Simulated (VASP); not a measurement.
Input:

```yaml
crystal:
  lattice:
    - [3.29253, 0.00000, 0.00000]
    - [-1.64627, 2.85142, 0.00000]
    - [0.00000, 0.00000, 12.37228]
  atoms:
    - { symbol: Ta, position: [0.33333, 0.66667, 0.25000] }
    - { symbol: Ta, position: [0.66667, 0.33333, 0.75000] }
    - { symbol: S, position: [0.33333, 0.66667, 0.62376] }
    - { symbol: S, position: [0.66667, 0.33333, 0.12376] }
    - { symbol: S, position: [0.66667, 0.33333, 0.37624] }
    - { symbol: S, position: [0.33333, 0.66667, 0.87624] }
```

Level of theory: PBEsol GGA, VASP's PBE PAW potentials (set 64) (plane waves; VASP). Numerical set-up: 400 eV cut-off, Gaussian smearing of 0.050 eV, potentials Ta_pv S.

Without a dispersion term in the relaxation, distances and binding between the weakly bound layers, chains or molecules are unreliable, and so is what depends on them.

Task: Give the energies of bands 13 to 26 at the high-symmetry points, in eV from the Fermi level.

Result: 
```tsv
band	Γ	M	K	A	L	H
13	-2.55	-4.63	-4.82	-2.38	-4.62	-4.79
14	-2.39	-4.45	-4.82	-2.38	-4.62	-4.79
15	-2.39	-4.23	-4.10	-2.38	-3.78	-3.96
16	-2.37	-3.51	-3.85	-2.38	-3.78	-3.96
17	-2.37	-2.94	-3.46	-1.57	-2.89	-3.66
18	-1.24	-2.84	-3.46	-1.57	-2.89	-3.66
19	-1.24	-1.68	-2.93	-1.21	-1.63	-2.61
20	-1.17	-1.52	-2.93	-1.21	-1.63	-2.61
21	-1.17	-1.25	-1.67	-1.21	-1.15	-1.83
22	-0.36	-1.05	-1.67	-1.21	-1.15	-1.83
23	0.60	-0.46	0.63	1.29	-0.28	0.71
24	1.57	-0.15	0.82	1.29	-0.28	0.71
25	3.38	3.82	2.52	3.38	3.81	2.52
26	3.39	3.85	2.52	3.39	3.83	2.52
```

It has no gap at this level: it comes out as a metal or semimetal.

The structure was generated: TaS2 was put into the 2H-MoS2 type (P6_3/mmc), which need not be its known phase. It was relaxed first, which changed the volume by +6 %.
